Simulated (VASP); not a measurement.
The input files of a VASP run:

POSCAR:
```
Co
1
    1.2451398255    -2.1566456711     0.0000000000
    1.2451398255     2.1566456711     0.0000000000
    0.0000000000     0.0000000000     4.0231992273
Co
2
Direct
  0.3333330000   0.6666670000   0.2500000000
  0.6666670000   0.3333330000   0.7500000000
```

File KPOINTS:
```
Automatic mesh
0
Gamma
16 16 8
0 0 0
```

### INCAR
```
ALGO = Normal
EDIFF = 1E-7
ENCUT = 480
GGA = PE
ISIF = 2
ISMEAR = 1
ISPIN = 2
LASPH = .True.
LCHARG = .False.
LMAXMIX = 4
LORBIT = 10
LREAL = .False.
LWAVE = .False.
MAGMOM = 1.6 1.6
NELM = 100
PREC = Accurate
SIGMA = 0.1
SYSTEM = Co
```

POTCAR, in this order: Co (PBE.64 set). Program: vasp_std.

**Question.** Translate this PBE calculation to Quantum ESPRESSO's pw.x.

**Answer.** One equivalent input (not run):
```
&CONTROL
  calculation = 'scf'
  pseudo_dir = './pseudo'
  outdir = './out'
  tprnfor = .true.
  tstress = .true.
/
&SYSTEM
  ibrav = 0
  nat = 2
  ntyp = 1
  ecutwfc = 96
  occupations = 'smearing'
  smearing = 'methfessel-paxton'
  degauss = 0.00735
  input_dft = 'pbe'
  nspin = 2
  starting_magnetization(1) = 0.16
/
&ELECTRONS
  conv_thr = 7.3e-09
  electron_maxstep = 100
/
ATOMIC_SPECIES
  Co 58.933 Co.upf
CELL_PARAMETERS angstrom
     1.2451398   -2.1566457    0.0000000
     1.2451398    2.1566457    0.0000000
     0.0000000    0.0000000    4.0231992
ATOMIC_POSITIONS crystal
  Co   0.3333330  0.6666670  0.2500000
  Co   0.6666670  0.3333330  0.7500000
K_POINTS automatic
  16 16 8 0 0 0
```
What does not carry over: the potentials are each code's own (VASP's PAW set, PseudoDojo norm-conserving files in pw.x), so ENCUT and ecutwfc are chosen apart and not converted; conv_thr bounds pw.x's estimated SCF error, while EDIFF bounds the energy change between steps; starting_magnetization is a fraction of the valence charge and MAGMOM a moment in μB, so they match only roughly.

The compound is Co in the hcp structure. It was relaxed first.
